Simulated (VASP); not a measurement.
A run of VASP 6.6.1:

File INCAR:

```
SYSTEM = Si2WC3
PREC = Accurate
ENCUT = 520
EDIFF = 1E-6
ISMEAR = 0
SIGMA = 0.1
LREAL = .FALSE.
LASPH = .TRUE.
NELM = 150
ALGO = Normal
ISIF = 2
LWAVE = .FALSE.
LCHARG = .FALSE.
METAGGA = R2SCAN
LMIXTAU = .TRUE.
KPAR = 8
```

KPOINTS

```
regular mesh
0
G
  12 12 12
  0 0 0
```

Contents of POSCAR:

```
Si2WC3
1.0
   -1.5268400000      4.8175500000      2.3212300000
    1.5268400000     -4.8175500000      2.3212300000
    1.5268400000      4.8175500000     -2.3212300000
Si W C
2 1 3
Direct
    0.3367040000      0.0037800000      0.3329230000
    0.6708570000      0.0037800000      0.6670770000
    0.9729860000      0.9729860000      0.0000000000
    0.9210680000      0.7403320000      0.1807360000
    0.5595960000      0.7403320000      0.8192640000
    0.2883540000      0.7883540000      0.5000000000
```

Potentials or basis: VASP PAW PBE potentials, release 64 (Si, W_sv, C).

Launch:

```bash
$ cat potpaw_PBE.64/Si/POTCAR potpaw_PBE.64/W_sv/POTCAR potpaw_PBE.64/C/POTCAR > POTCAR
$ mpirun -np 8 vasp_std > vasp.out
```

Hardware: 8 MPI ranks on Intel(R) Xeon(R) Platinum 8175M CPU @ 2.50GHz (Skylake/Cascade Lake), with other jobs on the host.

**Question.** How long does it take, and how much memory?

**Answer.** Run time: 16 min on 8 MPI ranks on Intel(R) Xeon(R) Platinum 8175M CPU @ 2.50GHz (Skylake/Cascade Lake), on a shared host, peak memory 0.61 GiB a rank. Counts: scf iterations 19, k points 280.
